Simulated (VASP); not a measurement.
# NaCu (P4/mmm) in VASP: settings compared, part 2 of 2

VASP 6.6.1. The steps go on from the part before.

### Step 3. Band structure, r2SCAN

File INCAR:

```
ALGO = Normal ; EDIFF = 1E-7
ENCUT = 520 ; ISIF = 2
ISMEAR = -1 ; LASPH = True
LCHARG = False ; LMAXMIX = 4
LMIXTAU = True ; LREAL = False
LWAVE = False ; METAGGA = R2SCAN
NBANDS = 16 ; NELM = 100
PREC = Accurate ; SIGMA = 0.05
```

File KPOINTS:

```
k-points
0
Gamma
  9 9 7
```

File POSCAR:

```
NaCu
1.0
    2.9422367500      0.0000000000      0.0000000000
    0.0000000000      2.9422367500      0.0000000000
    0.0000000000      0.0000000000      4.0409127600
Na Cu
1 1
Direct
    0.0000000000      0.0000000000      0.0000000000
    0.5000000000      0.5000000000      0.5000000000
```

File KPOINTS_OPT:

```
path GXMGZRAZ,XR,MA
15
line-mode
reciprocal
 0.0000000000  0.0000000000  0.0000000000  G
 0.0000000000  0.5000000000  0.0000000000  X

 0.0000000000  0.5000000000  0.0000000000  X
 0.5000000000  0.5000000000  0.0000000000  M

 0.5000000000  0.5000000000  0.0000000000  M
 0.0000000000  0.0000000000  0.0000000000  G

 0.0000000000  0.0000000000  0.0000000000  G
 0.0000000000  0.0000000000  0.5000000000  Z

 0.0000000000  0.0000000000  0.5000000000  Z
 0.0000000000  0.5000000000  0.5000000000  R

 0.0000000000  0.5000000000  0.5000000000  R
 0.5000000000  0.5000000000  0.5000000000  A

 0.5000000000  0.5000000000  0.5000000000  A
 0.0000000000  0.0000000000  0.5000000000  Z

 0.0000000000  0.5000000000  0.0000000000  X
 0.0000000000  0.5000000000  0.5000000000  R

 0.5000000000  0.5000000000  0.0000000000  M
 0.5000000000  0.5000000000  0.5000000000  A
```

Potentials or basis: VASP PAW PBE potentials, release 64 (Na_pv, Cu).

On the command line:

```
cat potpaw_PBE.64/Na_pv/POTCAR potpaw_PBE.64/Cu/POTCAR > POTCAR
mpirun -np 1 vasp_std > vasp.out
```

OUTCAR:

```text
EDIFF = 1E-7
   ENCUT = 520
   ISIF = 2
   ISMEAR = -1
   LASPH = True
   LREAL = False
   METAGGA = R2SCAN
   NELM = 100
   PREC = Accurate

 ion  position               nearest neighbor table
   1  0.000  0.000  0.000-
   2  0.500  0.500  0.500-

  LATTYP: Found a simple tetragonal cell.
 ALAT       =     2.9422367500
 C/A-ratio  =     1.3734152291

  Lattice vectors:

 A1 = (   2.9422367500,   0.0000000000,   0.0000000000)
 A2 = (   0.0000000000,   2.9422367500,   0.0000000000)
 A3 = (   0.0000000000,   0.0000000000,   4.0409127600)

Analysis of symmetry for initial positions (statically):
=====================================================================
 Subroutine PRICEL returns:
 Original cell was already a primitive cell.

 Routine SETGRP: Setting up the symmetry group for a
 simple tetragonal supercell.

 Subroutine GETGRP returns: Found 16 space group operations
 (whereof 16 operations were pure point group operations)
 out of a pool of 16 trial point group operations.

The static configuration has the point symmetry D_4h.

Analysis of symmetry for dynamics (positions and initial velocities):
[... 160 lines left out ...]
 E-fermi :   3.3483     XC(G=0): -10.3003

 val. band max:        3.3273167506   @ k =   0.2222   0.2222   0.4286
 cond. band min:       3.3690238872   @ k =   0.3333   0.0000   0.4286
 fundamental gap:      0.0417071366
 Fermi energy:         3.3482628949

 k-point     1 :       0.0000    0.0000    0.0000
  band No.  band energies     occupation
      1     -21.7757      2.00000
      2     -21.7599      2.00000
      3     -21.7599      2.00000
      4      -2.9298      2.00000
      5       0.3133      2.00000
      6       0.3450      2.00000
[... 433 lines left out ...]
      3     -21.7519      2.00000
      4       0.0841      2.00000
      5       0.5070      2.00000
      6       0.6243      2.00000
[... 8 lines left out ...]
     15      16.0911      0.00000
     16      18.8187      0.00000

 [... further k-points ...]

------------------------ aborting loop because EDIFF is reached ----------------------------------------

  FORCE on cell =-STRESS in cart. coord.  units (eV):
  Direction    XX          YY          ZZ          XY          YZ          ZX
  --------------------------------------------------------------------------------------
  -------------------------------------------------------------------------------------
  Total        0.0393225      0.0393225      0.7476740      0.0000000     -0.0000000      0.0000000
  in kB        1.8010130      1.8010130     34.2442913      0.0000000     -0.0000000      0.0000000
  external PRESSURE =      12.6154391 kB  Pullay stress =       0.0000000 kB

 VOLUME and BASIS-vectors are now :
 -----------------------------------------------------------------------------
  energy-cutoff  :      520.00
  volume of cell :       34.98
      direct lattice vectors                 reciprocal lattice vectors
     2.942236750  0.000000000  0.000000000     0.339877476  0.000000000  0.000000000
     0.000000000  2.942236750  0.000000000     0.000000000  0.339877476  0.000000000
     0.000000000  0.000000000  4.040912760     0.000000000  0.000000000  0.247468842

 POSITION                                       TOTAL-FORCE (eV/Angst)
 -----------------------------------------------------------------------------------
      0.00000      0.00000      0.00000         0.000000      0.000000      0.000000
      1.47112      1.47112      2.02046         0.000000      0.000000      0.000000
 -----------------------------------------------------------------------------------
    total drift:                                0.000000      0.000000     -0.000000

  FREE ENERGIE OF THE ION-ELECTRON SYSTEM (eV)
  ---------------------------------------------------
  free  energy   TOTEN  =       -13.5108959571 eV

  energy  without entropy=      -13.5060464533  energy(sigma->0) =      -13.50847121
```

stdout:

```text
POSCAR found type information on POSCAR NaCu
 POSCAR found :  2 types and       2 ions
 scaLAPACK will be used
 -----------------------------------------------------------------------------
|                                                                             |
|                                                                             |
|     You enforced a specific xc type in the INCAR file but a different       |
|     I HOPE YOU KNOW WHAT YOU ARE DOING!                                     |
|                                                                             |
 -----------------------------------------------------------------------------

 LDA part: xc-table for (None), standard interpolation
 POSCAR, INCAR and KPOINTS ok, starting setup
 FFT: planning ... GRIDC
 FFT: planning ... GRID_SOFT
 FFT: planning ... GRID
 WAVECAR not read
 entering main loop
 Start KPOINTS_OPT (optional k-point list driver)
k-point batch [1-60\135]
k-point batch [61-120\135]
k-point batch [121-135\135]
```

Run time: 2.1 min. Hardware: 1 thread of Intel Xeon Platinum 8488C (Sapphire Rapids), shared host; peak memory 0.19 GiB.

What came out:

- Free energy: -13.5109 eV
- Pressure: 1.3 GPa
- Band gap along the path: none (metal or under the smearing width)

Stress tensor (GPa, compression positive):
```
0.18 0.00 0.00
0.00 0.18 0.00
0.00 0.00 3.42
```

Levels at the corners of the path, in eV from the Fermi level:
```tsv
point	band 6	band 7	band 8	band 9	band 10	band 11	band 12	band 13
Γ	-3.00	-2.28	-2.28	-2.01	2.91	5.60	11.38	11.38
X	-2.79	-2.32	-2.23	-1.00	-0.61	5.63	9.59	9.71
X	-2.79	-2.32	-2.23	-1.00	-0.61	5.63	9.59	9.71
M	-2.72	-2.65	-1.73	2.33	2.33	2.52	7.08	9.96
M	-2.72	-2.65	-1.73	2.33	2.33	2.52	7.08	9.96
Γ	-3.00	-2.28	-2.28	-2.01	2.91	5.60	11.38	11.38
Γ	-3.00	-2.28	-2.28	-2.01	2.91	5.60	11.38	11.38
Z	-2.47	-2.42	-2.30	-2.30	-2.01	12.14	12.14	12.20
Z	-2.47	-2.42	-2.30	-2.30	-2.01	12.14	12.14	12.20
R	-2.34	-2.32	-2.26	0.19	0.35	0.87	5.11	16.45
R	-2.34	-2.32	-2.26	0.19	0.35	0.87	5.11	16.45
A	-2.81	-2.28	-1.72	3.20	3.20	3.61	5.12	7.56
A	-2.81	-2.28	-1.72	3.20	3.20	3.61	5.12	7.56
Z	-2.47	-2.42	-2.30	-2.30	-2.01	12.14	12.14	12.20
X	-2.79	-2.32	-2.23	-1.00	-0.61	5.63	9.59	9.71
R	-2.34	-2.32	-2.26	0.19	0.35	0.87	5.11	16.45
M	-2.72	-2.65	-1.73	2.33	2.33	2.52	7.08	9.96
A	-2.81	-2.28	-1.72	3.20	3.20	3.61	5.12	7.56
```

Caveat: the PAW data sets were made with another functional, which shifts forces and pressure a little.

### Step 4. Band structure, SCAN

INCAR: that of step 3 with these lines changed.

```diff
@@ -5,3 +5,3 @@
 LMIXTAU = True ; LREAL = False
-LWAVE = False ; METAGGA = R2SCAN
+LWAVE = False ; METAGGA = SCAN
 NBANDS = 16 ; NELM = 100
```

KPOINTS is that of step 3.

POSCAR is that of step 3.

KPOINTS_OPT is that of step 3.

On the command line:

```
cat potpaw_PBE.64/Na_pv/POTCAR potpaw_PBE.64/Cu/POTCAR > POTCAR
mpirun -np 1 vasp_std > vasp.out
```

It took 2.2 min on 1 thread of Intel Xeon Platinum 8488C (Sapphire Rapids), shared host; peak memory 0.19 GiB.

It converged, with:

```
Free energy             : -18.4931 eV
Pressure                : 0.5 GPa
Band gap along the path : none (metal or under the smearing width)
```

Stress tensor (GPa, compression positive):
```
-0.71  0.00  0.00
 0.00 -0.71  0.00
 0.00  0.00  2.88
```

Levels at the corners of the path, in eV from the Fermi level:
```csv
point,band 7,band 8,band 9,band 10,band 11,band 12
Γ,-2.22,-2.22,-1.96,2.88,5.71,11.49
X,-2.27,-2.17,-1.00,-0.58,5.60,9.69
X,-2.27,-2.17,-1.00,-0.58,5.60,9.69
M,-2.62,-1.65,2.30,2.30,2.51,7.20
M,-2.62,-1.65,2.30,2.30,2.51,7.20
Γ,-2.22,-2.22,-1.96,2.88,5.71,11.49
Γ,-2.22,-2.22,-1.96,2.88,5.71,11.49
Z,-2.38,-2.24,-2.24,-1.96,12.23,12.23
Z,-2.38,-2.24,-2.24,-1.96,12.23,12.23
R,-2.27,-2.20,0.18,0.32,0.87,5.22
R,-2.27,-2.20,0.18,0.32,0.87,5.22
A,-2.23,-1.65,3.14,3.14,3.60,5.07
A,-2.23,-1.65,3.14,3.14,3.60,5.07
Z,-2.38,-2.24,-2.24,-1.96,12.23,12.23
X,-2.27,-2.17,-1.00,-0.58,5.60,9.69
R,-2.27,-2.20,0.18,0.32,0.87,5.22
M,-2.62,-1.65,2.30,2.30,2.51,7.20
A,-2.23,-1.65,3.14,3.14,3.60,5.07
```

Caveat: the PAW data sets were made with another functional, which shifts forces and pressure a little.

### Step 5. Band structure, TPSS

INCAR: that of step 4 with these lines changed.

```diff
@@ -5,3 +5,3 @@
 LMIXTAU = True ; LREAL = False
-LWAVE = False ; METAGGA = SCAN
+LWAVE = False ; METAGGA = TPSS
 NBANDS = 16 ; NELM = 100
```

KPOINTS is that of step 4.

POSCAR is that of step 4.

KPOINTS_OPT is that of step 4.

On the command line:

```
cat potpaw_PBE.64/Na_pv/POTCAR potpaw_PBE.64/Cu/POTCAR > POTCAR
mpirun -np 1 vasp_std > vasp.out
```

Wall time 2 min (1 thread of Intel Xeon Platinum 8488C (Sapphire Rapids), shared host); peak memory 0.18 GiB.

The run converged. Its results:

- Free energy: -15.3898 eV
- Pressure: 2.0 GPa
- Band gap along the path: none (metal or under the smearing width)

Stress tensor (GPa, compression positive):
```
0.62 0.00 0.00
0.00 0.62 0.00
0.00 0.00 4.64
```

Levels at the corners of the path, in eV from the Fermi level:
| point | band 5 | band 6 | band 7 | band 8 | band 9 | band 10 | band 11 | band 12 | band 13 | band 14 |
| --- | --- | --- | --- | --- | --- | --- | --- | --- | --- | --- |
| Γ | -2.89 | -2.86 | -2.16 | -2.16 | -1.91 | 2.82 | 5.28 | 10.87 | 10.87 | 11.06 |
| X | -2.68 | -2.65 | -2.21 | -2.11 | -1.00 | -0.58 | 5.57 | 9.09 | 9.11 | 9.72 |
| X | -2.68 | -2.65 | -2.21 | -2.11 | -1.00 | -0.58 | 5.57 | 9.09 | 9.11 | 9.72 |
| M | -2.58 | -2.58 | -2.50 | -1.65 | 2.30 | 2.30 | 2.48 | 6.58 | 9.74 | 11.83 |
| M | -2.58 | -2.58 | -2.50 | -1.65 | 2.30 | 2.30 | 2.48 | 6.58 | 9.74 | 11.83 |
| Γ | -2.89 | -2.86 | -2.16 | -2.16 | -1.91 | 2.82 | 5.28 | 10.87 | 10.87 | 11.06 |
| Γ | -2.89 | -2.86 | -2.16 | -2.16 | -1.91 | 2.82 | 5.28 | 10.87 | 10.87 | 11.06 |
| Z | -2.84 | -2.49 | -2.29 | -2.18 | -2.18 | -1.90 | 11.70 | 11.70 | 11.70 | 13.05 |
| Z | -2.84 | -2.49 | -2.29 | -2.18 | -2.18 | -1.90 | 11.70 | 11.70 | 11.70 | 13.05 |
| R | -2.94 | -2.22 | -2.21 | -2.14 | 0.24 | 0.38 | 0.86 | 4.62 | 15.86 | 16.84 |
| R | -2.94 | -2.22 | -2.21 | -2.14 | 0.24 | 0.38 | 0.86 | 4.62 | 15.86 | 16.84 |
| A | -2.68 | -2.68 | -2.16 | -1.65 | 3.27 | 3.27 | 3.67 | 4.88 | 7.02 | 7.02 |
| A | -2.68 | -2.68 | -2.16 | -1.65 | 3.27 | 3.27 | 3.67 | 4.88 | 7.02 | 7.02 |
| Z | -2.84 | -2.49 | -2.29 | -2.18 | -2.18 | -1.90 | 11.70 | 11.70 | 11.70 | 13.05 |
| X | -2.68 | -2.65 | -2.21 | -2.11 | -1.00 | -0.58 | 5.57 | 9.09 | 9.11 | 9.72 |
| R | -2.94 | -2.22 | -2.21 | -2.14 | 0.24 | 0.38 | 0.86 | 4.62 | 15.86 | 16.84 |
| M | -2.58 | -2.58 | -2.50 | -1.65 | 2.30 | 2.30 | 2.48 | 6.58 | 9.74 | 11.83 |
| A | -2.68 | -2.68 | -2.16 | -1.65 | 3.27 | 3.27 | 3.67 | 4.88 | 7.02 | 7.02 |

Caveat: the PAW data sets were made with another functional, which shifts forces and pressure a little.

### Step 6. Band structure, TB-mBJ

POSCAR is that of step 5.

File INCAR.step1:

```
ALGO = Normal ; EDIFF = 1E-5
ENCUT = 520 ; GGA = PE
ISIF = 2 ; ISMEAR = -1
LASPH = True ; LCHARG = False
LMAXMIX = 4 ; LREAL = False
LWAVE = True ; NBANDS = 16
NELM = 100 ; PREC = Accurate
SIGMA = 0.05
```

File INCAR.step2:

```
ALGO = Normal ; EDIFF = 1E-7
ENCUT = 520 ; ISIF = 2
ISMEAR = -1 ; ISTART = 1
LASPH = True ; LCHARG = False
LMAXMIX = 4 ; LREAL = False
LWAVE = False ; METAGGA = MBJ
NBANDS = 16 ; NELM = 100
PREC = Accurate ; SIGMA = 0.05
```

KPOINTS is that of step 5.

KPOINTS_OPT is that of step 5.

Potentials or basis: VASP PAW PBE potentials, release 64 (Na_pv, Cu).

On the command line:

```
cat potpaw_PBE.64/Na_pv/POTCAR potpaw_PBE.64/Cu/POTCAR > POTCAR
cp INCAR.step1 INCAR
mpirun -np 1 vasp_std > vasp.out
cp INCAR.step2 INCAR
mpirun -np 1 vasp_std > vasp.out
```

It took 72 s on 1 thread of Intel Xeon Platinum 8488C (Sapphire Rapids), shared host; peak memory 0.19 GiB.

Results (log left out):

```yaml
Band_gap_along_the_path: none (metal or under the smearing width)
```

Levels at the corners of the path, in eV from the Fermi level:
| point | band 5 | band 6 | band 7 | band 8 | band 9 | band 10 | band 11 | band 12 | band 13 | band 14 |
| --- | --- | --- | --- | --- | --- | --- | --- | --- | --- | --- |
| Γ | -3.16 | -3.13 | -2.48 | -2.48 | -2.25 | 2.89 | 5.18 | 10.96 | 10.98 | 10.98 |
| X | -2.97 | -2.93 | -2.53 | -2.44 | -1.04 | -0.67 | 5.60 | 9.06 | 9.14 | 9.66 |
| X | -2.97 | -2.93 | -2.53 | -2.44 | -1.04 | -0.67 | 5.60 | 9.06 | 9.14 | 9.66 |
| M | -2.88 | -2.88 | -2.77 | -1.96 | 2.32 | 2.32 | 2.55 | 6.33 | 9.91 | 11.59 |
| M | -2.88 | -2.88 | -2.77 | -1.96 | 2.32 | 2.32 | 2.55 | 6.33 | 9.91 | 11.59 |
| Γ | -3.16 | -3.13 | -2.48 | -2.48 | -2.25 | 2.89 | 5.18 | 10.96 | 10.98 | 10.98 |
| Γ | -3.16 | -3.13 | -2.48 | -2.48 | -2.25 | 2.89 | 5.18 | 10.96 | 10.98 | 10.98 |
| Z | -3.11 | -2.54 | -2.50 | -2.50 | -2.45 | -2.25 | 11.67 | 11.75 | 11.75 | 12.88 |
| Z | -3.11 | -2.54 | -2.50 | -2.50 | -2.45 | -2.25 | 11.67 | 11.75 | 11.75 | 12.88 |
| R | -3.15 | -2.54 | -2.50 | -2.47 | 0.18 | 0.44 | 0.87 | 4.57 | 16.13 | 16.58 |
| R | -3.15 | -2.54 | -2.50 | -2.47 | 0.18 | 0.44 | 0.87 | 4.57 | 16.13 | 16.58 |
| A | -2.96 | -2.96 | -2.46 | -1.96 | 3.24 | 3.24 | 3.57 | 5.25 | 7.09 | 7.09 |
| A | -2.96 | -2.96 | -2.46 | -1.96 | 3.24 | 3.24 | 3.57 | 5.25 | 7.09 | 7.09 |
| Z | -3.11 | -2.54 | -2.50 | -2.50 | -2.45 | -2.25 | 11.67 | 11.75 | 11.75 | 12.88 |
| X | -2.97 | -2.93 | -2.53 | -2.44 | -1.04 | -0.67 | 5.60 | 9.06 | 9.14 | 9.66 |
| R | -3.15 | -2.54 | -2.50 | -2.47 | 0.18 | 0.44 | 0.87 | 4.57 | 16.13 | 16.58 |
| M | -2.88 | -2.88 | -2.77 | -1.96 | 2.32 | 2.32 | 2.55 | 6.33 | 9.91 | 11.59 |
| A | -2.96 | -2.96 | -2.46 | -1.96 | 3.24 | 3.24 | 3.57 | 5.25 | 7.09 | 7.09 |

Caveat: the PAW data sets were made with another functional, which shifts forces and pressure a little.

### Step 7. Summary

```tsv
level	pressure (GPa)
PW91	3.1
r2SCAN	1.3
SCAN	0.5
TPSS	2.0
TB-mBJ	-
```

Alike in all rows: task band structure; potentials or basis VASP PAW PBE potentials, release 64 (Na_pv, Cu); no spin polarisation; cell as given; k mesh 9 × 9 × 7; cutoff (eV) 520; smearing fermi-dirac 0.05 eV.

The pressure there spans 0.5 GPa (SCAN) to 3.1 GPa (PW91); a positive pressure means that this level wants a larger cell, a negative one a smaller.

Caveats: the PAW data sets were made with another functional, which shifts forces and pressure a little.

Total energies depend on the potentials used, so only differences within one code and one set of settings carry meaning.
